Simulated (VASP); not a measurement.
## BeZn2Se3: single point with r2SCAN

BeZn2Se3:

```
CELL_PARAMETERS angstrom
3.39136 -5.90017 0.00000
3.39136 5.90017 0.00000
-2.21506 0.00000 6.39673
ATOMIC_POSITIONS crystal
Be 0.92217 0.08014 0.00214
Be 0.08014 0.92217 0.50214
Zn 0.58554 0.41637 0.00002
Zn 0.24442 0.75393 0.99977
Zn 0.41637 0.58554 0.50002
Zn 0.75393 0.24442 0.49977
Se 0.96060 0.81703 0.14400
Se 0.26804 0.43687 0.11429
Se 0.64653 0.11902 0.11492
Se 0.43687 0.26804 0.61429
Se 0.81703 0.96060 0.64400
Se 0.11902 0.64653 0.61491
```

The cell was built by a generator and needn't be a form met in nature.

* Program: VASP 6.6.1
* Task: single point
* Functional: r2SCAN
* Potentials or basis: VASP PAW PBE potentials, release 64 (Be, Zn, Se)
* Cutoff: 520 eV
* k mesh: 4 × 4 × 4
* Occupations: gaussian, width 0.03 eV
* Spin: no spin polarisation
* Further INCAR settings: ALGO = Normal; EDIFF = 1e-06; NBANDS = 56

```yaml
Pressure: -1.8 GPa
Largest_force: 0.167 eV/Å
Band_gap_on_the_k_mesh: 2.52 eV, direct
```

Forces on the atoms (eV/Å):
```
Be   0.000  0.000  0.012
Be   0.000  0.000  0.012
Zn  -0.002  0.003 -0.020
Zn  -0.009 -0.002 -0.019
Zn  -0.002 -0.003 -0.020
Zn  -0.009  0.002 -0.019
Se  -0.060 -0.114 -0.095
Se   0.148 -0.005  0.059
Se  -0.078  0.134  0.062
Se   0.148  0.005  0.059
Se  -0.060  0.114 -0.095
Se  -0.078 -0.134  0.062
```

Levels at points of the mesh, in eV from the valence-band top:
```
           k point  band 40  band 41  band 42  band 43  band 44  band 45  band 46  band 47  band 48  band 49
(0.00, 0.00, 0.00)    -0.87    -0.85    -0.03     0.00     0.00     2.52     3.25     4.22     4.50     5.49
(0.50, 0.00, 0.00)    -1.46    -1.24    -1.22    -0.80    -0.47     3.97     4.14     4.53     4.97     5.42
(0.50, 0.50, 0.00)    -1.40    -0.94    -0.83    -0.45    -0.26     3.24     3.28     3.73     4.62     4.65
(0.00, 0.00, 0.50)    -1.54    -0.50    -0.50    -0.44    -0.44     3.55     3.55     4.75     4.75     5.06
(0.50, 0.00, 0.50)    -1.25    -1.20    -1.16    -0.78    -0.73     3.32     3.36     3.81     4.43     4.56
(0.50, 0.50, 0.50)    -1.78    -1.26    -1.26    -1.14    -1.14     4.08     4.08     4.70     4.70     4.96
```

It took 11 min on 4 MPI ranks on AMD EPYC 7R13 Processor (Zen 3), with other jobs on the host, peak memory 0.55 GiB a rank.

Caveat: the PAW data sets were made with another functional, which shifts forces and pressure a little. r2SCAN opens gaps a little over a GGA but as a rule still falls short of measured ones.
